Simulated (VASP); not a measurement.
# PmTe2: single point with PBEsol

Crystal: PmTe2.

```xyz
3
Lattice="4.3499 0.0000 0.0000 -2.1749 3.7671 0.0000 0.0000 0.0000 6.3736" Properties=species:S:1:pos:R:3 pbc="T T T"
Pm    0.0000    0.0000    0.0000
Te    0.0000    2.5114    1.7717
Te    2.1749    1.2557    4.6019
```

The cell comes from a database or a generator and needn't be the stable form of this composition.

```
Program                : VASP 6.6.1
Task                   : single point
Functional             : PBEsol
Potentials or basis    : VASP PAW PBE potentials, release 64 (Pm, Te)
Cutoff                 : 520 eV
k mesh                 : 8 × 8 × 4
Occupations            : gaussian, width 0.05 eV
Spin                   : collinear spin, typed start
Starting moments       : [4.0, 0.0, 0.0] μB
Dipole correction      : no
Further INCAR settings : ALGO = Fast; EDIFF = 1e-06; NBANDS = 24
```

The pressure is -0.4 GPa, the largest force is 0.046 eV/Å and the band gap on the k mesh is none (metal or under the smearing width). The net moment is 3.91 μB per cell, the site moments are Pm +4.15; Te -0.11 μB and the valence electrons inside the program's atomic spheres are Pm 12.31; Te 3.40.

Forces on the atoms (eV/Å):
```
Pm   0.000  0.000  0.000
Te   0.000  0.000 -0.046
Te   0.000  0.000  0.046
```

Stress tensor (GPa, compression positive):
```
-0.13  0.00  0.00
 0.00 -0.13  0.00
 0.00  0.00 -0.89
```

Levels at points of the mesh, in eV from the Fermi level:
Spin up:
```csv
k point,band 12,band 13,band 14,band 15,band 16,band 17,band 18,band 19
"(0.00, 0.00, 0.00)",-0.40,-0.40,-0.38,-0.37,0.14,1.28,1.28,1.63
"(0.50, 0.00, 0.00)",-0.87,-0.48,-0.37,-0.31,-0.06,0.05,0.22,0.25
"(0.00, 0.00, 0.50)",-0.59,-0.44,-0.44,-0.38,0.14,0.30,0.88,0.88
"(0.50, 0.00, 0.50)",-0.65,-0.48,-0.20,-0.18,-0.02,0.20,0.66,0.68
```
Spin down:
```tsv
k point	band 10	band 11	band 12	band 13	band 14	band 15
(0.00, 0.00, 0.00)	0.37	0.37	0.87	2.18	2.99	2.99
(0.50, 0.00, 0.00)	-0.91	-0.84	-0.84	2.01	2.31	2.54
(0.00, 0.00, 0.50)	-1.00	-0.07	-0.07	2.18	2.88	2.88
(0.50, 0.00, 0.50)	-0.96	0.00	0.25	2.26	2.28	2.51
```

Wall time 9.3 min on 1 thread of Intel(R) Xeon(R) Platinum 8259CL CPU @ 2.50GHz (Skylake/Cascade Lake) (shared host), peak memory 0.37 GiB.

Caveat: the magnetic or orbital state may not be the lowest; the PAW data sets were made with another functional, which shifts forces and pressure a little; spin-orbit coupling is left out, which moves the levels of the heavy elements; without U or exact exchange the open f shell lies at the Fermi level, which spoils levels, moments and volumes. The state reached can hang on the start; a lower one may exist.
